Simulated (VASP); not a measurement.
Elastic constants (GPa) of a crystal from PBEsol GGA, VASP's PBE PAW potentials (set 64) run with VASP:

|  | xx | yy | zz | yz | xz | xy |
|---|---|---|---|---|---|---|
| xx | 548.4 | 123.1 | 123.1 | 0.0 | 0.0 | 0.0 |
| yy | 123.1 | 548.4 | 123.1 | 0.0 | 0.0 | 0.0 |
| zz | 123.1 | 123.1 | 548.4 | 0.0 | 0.0 | 0.0 |
| yz | 0.0 | 0.0 | 0.0 | 168.8 | 0.0 | 0.0 |
| xz | 0.0 | 0.0 | 0.0 | 0.0 | 168.8 | 0.0 |
| xy | 0.0 | 0.0 | 0.0 | 0.0 | 0.0 | 168.8 |

Finite-difference elastic constants of metals are sensitive to mesh and smearing; shear constants can be off by tens of GPa.

**Question.** Work out the Voigt, Reuss and Hill moduli, Young's modulus and Poisson's ratio.

**Answer.** All eigenvalues are positive (smallest 168.8 GPa), so the crystal is stable. K_V = (C11+C22+C33+2(C12+C13+C23))/9 = (1645.2 + 2×369.3)/9 = 264.9 GPa; G_V = (1645.2 − 369.3 + 3×506.4)/15 = 186.3 GPa. From the compliances, K_R = 264.9 GPa and G_R = 184.0 GPa. Hill: K = 264.9 GPa, G = 185.2 GPa, E = 9KG/(3K+G) = 450.5 GPa, ν = (3K−2G)/(2(3K+G)) = 0.217. K/G = 1.43, below Pugh's 1.75; universal anisotropy A^U = 0.06.

**Question.** With a density of 5.02 g/cm³, what are the mean sound speeds?

**Answer.** v_l = √((K+4G/3)/ρ) = 10.10 km/s and v_t = √(G/ρ) = 6.07 km/s. The crystal is TiC (rock salt), cubic.

The compound is TiC in the rock salt structure. It was relaxed first.
